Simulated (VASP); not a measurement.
Set up this calculation in VASP 6.6.1, as the native input.

* Task: relaxation of cell and atoms
* Functional: PBE
* Potentials or basis: VASP PAW PBE potentials, release 64 (Ir)
* Cutoff: 300 eV
* k mesh: 8 × 8 × 8
* Occupations: methfessel-paxton, width 0.1 eV
* Spin: no spin polarisation
* Further INCAR settings: ALGO = Normal; EDIFF = 1e-07; IBRION = 2; EDIFFG = -0.005; NSW = 90; ISIF = 3

The structure of Ir lies in POSCAR:

```
Ir                                      
1.0
   -0.0000000000      1.9369875976      1.9369875976
    1.9369875976     -0.0000000000      1.9369875976
    1.9369875976      1.9369875976      0.0000000000
  Ir            
     1
Direct
     0.0000000000000000    0.0000000000000000    0.0000000000000000
```

The input as run:

INCAR

```
SYSTEM = Ir
ALGO = Normal
EDIFF = 1E-7
EDIFFG = -0.005
ENCUT = 300
GGA = PE
IBRION = 2
ISIF = 3
ISMEAR = 1
LASPH = .True.
LCHARG = .False.
LREAL = .False.
LWAVE = .False.
NELM = 80
NSW = 90
PREC = Accurate
SIGMA = 0.1
```

KPOINTS

```
k-points
0
Gamma
  8 8 8
  0 0 0
```

Potentials or basis: VASP PAW PBE potentials, release 64 (Ir).

Command:

```sh
$ cat potpaw_PBE.64/Ir/POTCAR > POTCAR
$ mpirun -np 1 vasp_std > vasp.out
```

It gave:

```
Pressure after relaxing : 0.0 GPa
Band gap on the k mesh  : none (metal or under the smearing width)
```

Caveat: the relaxation stopped at its first step, so nothing moved.

It took 1.3 s on 1 thread of Intel(R) Xeon(R) 6975P-C (Granite Rapids), with other jobs on the host, peak memory 0.11 GiB.
